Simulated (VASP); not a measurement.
# LiIn3 (Pm-3m) in VASP: single point with LDA

Aim: the single point of LiIn3 with LDA.

Program: VASP 6.6.1. These are calculated values, not measurements. Logs are shortened: lines on timing, memory, paths and dates and some standing lists are left out, and cuts for length are marked.

## (1) The crystal as given

Symmetry: Pm-3m, No. 221, cubic system. The conventional cell has a = 4.493 Å, b = 4.493 Å, c = 4.493 Å, α = 90.00°, β = 90.00°, γ = 90.00°. Li (site symmetry m-3m) is surrounded by 12 In at 3.18 Å. In (site symmetry 4/mmm) is surrounded by 4 Li at 3.18 Å and 8 In at 3.18 Å.

The cell comes from a database or a generator and needn't be the stable form of this composition.

## (2) Single point, LDA

INCAR

```
PREC = Accurate
ENCUT = 520
EDIFF = 1E-6
ISMEAR = -1
SIGMA = 0.15
LREAL = False
LASPH = True
NELM = 100
ALGO = Normal
ISIF = 2
LWAVE = False
LCHARG = False
GGA = CA
NBANDS = 29
```

KPOINTS

```
regular mesh
0
Gamma
  5 5 5
```

POSCAR

```
LiIn3
1.0
    4.4928499200      0.0000000000      0.0000000000
    0.0000000000      4.4928499200      0.0000000000
    0.0000000000      0.0000000000      4.4928499200
Li In
1 3
Direct
    0.5000000000      0.5000000000      0.5000000000
    0.5000000000      0.0000000000      0.0000000000
    0.0000000000      0.5000000000      0.0000000000
    0.0000000000      0.0000000000      0.5000000000
```

Potentials or basis: VASP PAW LDA potentials, release 64 (Li_sv, In_d).

Launch:

```console
cat potpaw_LDA.64/Li_sv/POTCAR potpaw_LDA.64/In_d/POTCAR > POTCAR
mpirun -np 1 vasp_std > vasp.out
```

OUTCAR:

```text
PREC = Accurate
   ENCUT = 520
   EDIFF = 1E-6
   ISMEAR = -1
   LREAL = False
   LASPH = True
   NELM = 100
   ISIF = 2
   GGA = CA

 ion  position               nearest neighbor table
   1  0.500  0.500  0.500-   2 3.18   3 3.18   4 3.18   2 3.18   3 3.18   2 3.18   4 3.18   2 3.18
                             3 3.18   4 3.18   3 3.18   4 3.18
   2  0.500  0.000  0.000-   1 3.18   3 3.18   4 3.18   1 3.18   4 3.18   1 3.18   3 3.18   1 3.18
                             3 3.18   4 3.18   4 3.18   3 3.18
   3  0.000  0.500  0.000-   1 3.18   2 3.18   4 3.18   1 3.18   4 3.18   2 3.18   4 3.18   4 3.18
                             1 3.18   2 3.18   1 3.18   2 3.18
   4  0.000  0.000  0.500-   1 3.18   2 3.18   3 3.18   2 3.18   3 3.18   1 3.18   3 3.18   3 3.18
                             1 3.18   2 3.18   2 3.18   1 3.18

  LATTYP: Found a simple cubic cell.
 ALAT       =     4.4928499200

  Lattice vectors:

 A1 = (   4.4928499200,   0.0000000000,   0.0000000000)
 A2 = (   0.0000000000,   4.4928499200,   0.0000000000)
 A3 = (   0.0000000000,   0.0000000000,   4.4928499200)

Analysis of symmetry for initial positions (statically):
=====================================================================
 Subroutine PRICEL returns:
 Original cell was already a primitive cell.

 Routine SETGRP: Setting up the symmetry group for a
 simple cubic supercell.

 Subroutine GETGRP returns: Found 48 space group operations
 (whereof 48 operations were pure point group operations)
 out of a pool of 48 trial point group operations.

The static configuration has the point symmetry O_h .

Analysis of symmetry for dynamics (positions and initial velocities):
=====================================================================
 Subroutine PRICEL returns:
 Original cell was already a primitive cell.

 Routine SETGRP: Setting up the symmetry group for a
 simple cubic supercell.

 Subroutine GETGRP returns: Found 48 space group operations
 (whereof 48 operations were pure point group operations)
 out of a pool of 48 trial point group operations.

The dynamic configuration has the point symmetry O_h .

 Subroutine INISYM returns: Found 48 space group operations
 (whereof 48 operations are pure point group operations),
 and found     1 'primitive' translations

----------------------------------------------------------------------------------------

                                     Primitive cell

  volume of cell :      90.6913

  direct lattice vectors                    reciprocal lattice vectors
     4.492849920  0.000000000  0.000000000     0.222575875  0.000000000  0.000000000
     0.000000000  4.492849920  0.000000000     0.000000000  0.222575875  0.000000000
     0.000000000  0.000000000  4.492849920     0.000000000  0.000000000  0.222575875

  length of vectors
     4.492849920  4.492849920  4.492849920     0.222575875  0.222575875  0.222575875

  position of ions in fractional coordinates (direct lattice)
     0.500000000  0.500000000  0.500000000
     0.500000000  0.000000000  0.000000000
     0.000000000  0.500000000  0.000000000
     0.000000000  0.000000000  0.500000000

  ion indices of the primitive-cell ions
   primitive index   ion index
                 1           1
                 2           2
                 3           3
                 4           4

----------------------------------------------------------------------------------------

 KPOINTS: regular mesh

Automatic generation of k-mesh.
 Grid dimensions read from file:
 generate k-points for:    5    5    5

 Generating k-lattice:

  Cartesian coordinates                     Fractional coordinates (reciprocal lattice)
     0.044515175  0.000000000  0.000000000     0.200000000  0.000000000  0.000000000
     0.000000000  0.044515175  0.000000000     0.000000000  0.200000000  0.000000000
     0.000000000  0.000000000  0.044515175     0.000000000  0.000000000  0.200000000

  Length of vectors
     0.044515175  0.044515175  0.044515175

  Shift w.r.t. Gamma in fractional coordinates (k-lattice)
     0.000000000  0.000000000  0.000000000

 Subroutine IBZKPT returns following result:
 ===========================================

 Found     10 irreducible k-points:

 Following reciprocal coordinates:
            Coordinates               Weight
  0.000000  0.000000  0.000000      1.000000
  0.200000  0.000000  0.000000      6.000000
  0.400000  0.000000  0.000000      6.000000
  0.200000  0.200000  0.000000     12.000000
  0.400000  0.200000  0.000000     24.000000
  0.400000  0.400000  0.000000     12.000000
  0.200000  0.200000  0.200000      8.000000
  0.400000  0.200000  0.200000     24.000000
  0.400000  0.400000  0.200000     24.000000
  0.400000  0.400000  0.400000      8.000000
   k-points           NKPTS =     10   k-points in BZ     NKDIM =     10   number of bands    NBANDS=     29
   number of dos      NEDOS =    301   number of ions     NIONS =      4
   total plane-waves  NPLWV =  46656
   dimension x,y,z NGX =    36 NGY =   36 NGZ =   36
   dimension x,y,z NGXF=    72 NGYF=   72 NGZF=   72
   ions per type =               1   3
   NGX,Y,Z   is equivalent  to a cutoff of  13.32, 13.32, 13.32 a.u.
   NGXF,Y,Z  is equivalent  to a cutoff of  26.64, 26.64, 26.64 a.u.
 SYSTEM =  unknown system
   PREC   = accura    normal or accurate (medium, high low for compatibility)
   ISTART =      0    job   : 0-new  1-cont  2-samecut
   ICHARG =      2    charge: 1-file 2-atom 10-const
   ISPIN  =      1    spin polarized calculation?
   LNONCOLLINEAR =      F non collinear calculations
   LSORBIT =      F    spin-orbit coupling
   LASPH  =      T    aspherical Exc in radial PAW
   ENCUT  =  520.0 eV  38.22 Ry    6.18 a.u.   8.35  8.35  8.35*2*pi/ulx,y,z
   NELM   =    100;   NELMIN=  2; NELMDL= -5     # of ELM steps
   EDIFF  = 0.1E-05   stopping-criterion for ELM
   LREAL  =      F    real-space projection
   EDIFFG = 0.1E-04   stopping-criterion for IOM
   NSW    =      0    number of steps for IOM
   IBRION =     -1    ionic relax: 0-MD 1-quasi-New 2-CG
   NFREE  =      0    steps in history (QN), initial steepest desc. (CG)
   ISIF   =      2    stress and relaxation
   ISYM   =      2    0-nonsym 1-usesym 2-fastsym
   POTIM  = 0.5000    time-step for ionic-motion
   TEBEG  =    0.0;   TEEND  =   0.0 temperature during run
   PSTRESS=    0.0 pullay stress
   NELECT =      42.0000    total number of electrons
   NUPDOWN=      -1.0000    fix difference up-down
   EMIN   =  10.00;   EMAX   =-10.00  energy-range for DOS
   EFERMI =   0.00;   METHOD = LEGACY
   ISMEAR =    -1;   SIGMA  =   0.15  broadening in eV -4-tet -1-fermi 0-gaus
   EFERMI_NEDOS =   21; number of points for ismear=-14 and -15
   IALGO  =     38    algorithm
   IMIX   =      4    mixing-type and parameters
     AMIX     =   0.40;   BMIX     =  1.00
     AMIX_MAG =   1.60;   BMIX_MAG =  1.00
  volume/ion in A,a.u.               =      22.67       153.00
  Fermi-wavevector in a.u.,A,eV,Ry     =   1.266590  2.393508 21.827146  1.604250
  Thomas-Fermi vector in A             =   2.399783
   LORBIT       =      0    0 simple, 1 ext, 2 COOP (PROOUT), +10 PAW based schemes
   GGA     = CA    functional components
   LHFCALC =     F    Hartree Fock is set to
   AEXX    =    0.0000 exact exchange contribution
   IVDW    =     0    specifies the selected vdW correction
   LEPSILON=     F    determine dielectric tensor
   LRPA    =     F    only Hartree local field effects (RPA)
 non-spin polarized calculation
  energy-cutoff  :      520.00
  volume of cell :       90.69
 maximum number of plane-waves:      2469
 NGX is ok and might be reduce to    36
   NGX = 17   NGY = 17   NGZ = 17

 number of electron      42.0000047 magnetization

 Free energy of the ion-electron system (eV)
  ---------------------------------------------------
  ext. energy  EPLUGINS =         0.00000000
  ---------------------------------------------------
  free energy    TOTEN  =       -12.41694347 eV

  energy without entropy =      -12.25723440  energy(sigma->0) =      -12.33708893

 E-fermi :   6.6699     XC(G=0): -10.2146

 val. band max:        6.6463030172   @ k =   0.4000   0.4000   0.2000
 cond. band min:       6.6779444371   @ k =   0.4000   0.2000   0.0000
 fundamental gap:      0.0316414200
 Fermi energy:         6.6698531586

 k-point     1 :       0.0000    0.0000    0.0000
  band No.  band energies     occupation
      1     -39.2697      2.00000
      2      -8.1738      2.00000
      3      -8.1660      2.00000
      4      -8.1660      2.00000
      5      -8.1660      2.00000
      6      -7.9468      2.00000
[... 21 lines left out ...]
     28      12.2259      0.00000
     29      12.2259      0.00000

 k-point     2 :       0.2000    0.0000    0.0000
  band No.  band energies     occupation
      1     -39.2696      2.00000
      2      -8.1554      2.00000
      3      -8.1263      2.00000
      4      -8.1075      2.00000
      5      -8.1075      2.00000
      6      -7.9377      2.00000
[... 21 lines left out ...]
     28      12.3634      0.00000
     29      12.3634      0.00000

 k-point     3 :       0.4000    0.0000    0.0000
  band No.  band energies     occupation
      1     -39.2696      2.00000
      2      -8.1370      2.00000
      3      -8.0267      2.00000
      4      -7.9514      2.00000
      5      -7.9514      2.00000
      6      -7.9154      2.00000
[... 21 lines left out ...]
     28      13.3588      0.00000
     29      13.4869      0.00000

 k-point     4 :       0.2000    0.2000    0.0000
  band No.  band energies     occupation
      1     -39.2696      2.00000
      2      -8.1167      2.00000
      3      -8.1036      2.00000
      4      -8.0783      2.00000
      5      -8.0510      2.00000
      6      -7.9147      2.00000
[... 21 lines left out ...]
     28      11.5475      0.00000
     29      12.7206      0.00000

 k-point     5 :       0.4000    0.2000    0.0000
  band No.  band energies     occupation
      1     -39.2696      2.00000
      2      -8.0869      2.00000
      3      -8.0182      2.00000
      4      -7.9432      2.00000
      5      -7.9380      2.00000
      6      -7.9010      2.00000
[... 21 lines left out ...]
     28      12.0039      0.00000
     29      13.5052      0.00000

 k-point     6 :       0.4000    0.4000    0.0000
  band No.  band energies     occupation
      1     -39.2696      2.00000
      2      -8.0045      2.00000
      3      -7.9810      2.00000
      4      -7.9521      2.00000
      5      -7.8784      2.00000
      6      -7.8626      2.00000
[... 21 lines left out ...]
     28      12.9009      0.00000
     29      14.0774      0.00000

 k-point     7 :       0.2000    0.2000    0.2000
  band No.  band energies     occupation
      1     -39.2696      2.00000
      2      -8.1188      2.00000
      3      -8.0531      2.00000
      4      -8.0531      2.00000
      5      -8.0133      2.00000
      6      -7.8673      2.00000
[... 21 lines left out ...]
     28      13.1328      0.00000
     29      13.1528      0.00000

 k-point     8 :       0.4000    0.2000    0.2000
  band No.  band energies     occupation
      1     -39.2696      2.00000
      2      -8.0772      2.00000
      3      -7.9991      2.00000
      4      -7.9648      2.00000
      5      -7.9196      2.00000
      6      -7.8849      2.00000
[... 21 lines left out ...]
     28      12.5372      0.00000
     29      14.0381      0.00000

 k-point     9 :       0.4000    0.4000    0.2000
  band No.  band energies     occupation
      1     -39.2695      2.00000
      2      -8.0335      2.00000
      3      -7.9819      2.00000
      4      -7.9588      2.00000
      5      -7.9385      2.00000
      6      -7.9166      2.00000
[... 21 lines left out ...]
     28      14.3550      0.00000
     29      14.7554      0.00000

 k-point    10 :       0.4000    0.4000    0.4000
  band No.  band energies     occupation
      1     -39.2695      2.00000
      2      -8.0471      2.00000
      3      -8.0027      2.00000
      4      -8.0027      2.00000
      5      -7.9675      2.00000
      6      -7.9404      2.00000
[... 21 lines left out ...]
     28      15.7779      0.00000
     29      15.8031      0.00000

------------------------ aborting loop because EDIFF is reached ----------------------------------------

  FORCE on cell =-STRESS in cart. coord.  units (eV):
  Direction    XX          YY          ZZ          XY          YZ          ZX
  --------------------------------------------------------------------------------------
  -------------------------------------------------------------------------------------
  Total       -1.1548503     -1.1548503     -1.1548503      0.0000000      0.0000000      0.0000000
  in kB      -20.4018971    -20.4018971    -20.4018971      0.0000000      0.0000000      0.0000000
  external PRESSURE =     -20.4018971 kB  Pullay stress =       0.0000000 kB

 VOLUME and BASIS-vectors are now :
 -----------------------------------------------------------------------------
  energy-cutoff  :      520.00
  volume of cell :       90.69
      direct lattice vectors                 reciprocal lattice vectors
     4.492849920  0.000000000  0.000000000     0.222575875  0.000000000  0.000000000
     0.000000000  4.492849920  0.000000000     0.000000000  0.222575875  0.000000000
     0.000000000  0.000000000  4.492849920     0.000000000  0.000000000  0.222575875

 POSITION                                       TOTAL-FORCE (eV/Angst)
 -----------------------------------------------------------------------------------
      2.24642      2.24642      2.24642         0.000000      0.000000      0.000000
      2.24642      0.00000      0.00000         0.000000      0.000000      0.000000
      0.00000      2.24642      0.00000         0.000000      0.000000      0.000000
      0.00000      0.00000      2.24642         0.000000      0.000000      0.000000
 -----------------------------------------------------------------------------------
    total drift:                                0.000000      0.000000     -0.000000

  FREE ENERGIE OF THE ION-ELECTRON SYSTEM (eV)
  ---------------------------------------------------
  free  energy   TOTEN  =       -12.4169434682 eV

  energy  without entropy=      -12.2572343985  energy(sigma->0) =      -12.33708893
```

Run time: 17 s. Hardware: 1 thread of Intel Xeon Platinum 8559C (Emerald Rapids), shared host; peak memory 0.17 GiB.

What came out:

```
Free energy            : -12.4169 eV
Band gap on the k mesh : none (metal or under the smearing width)
```

Caveat: the cutoff is under 1.25 times the usual one of these potentials, so pressure, stress and relaxed cells hold a basis-set (Pulay) error.
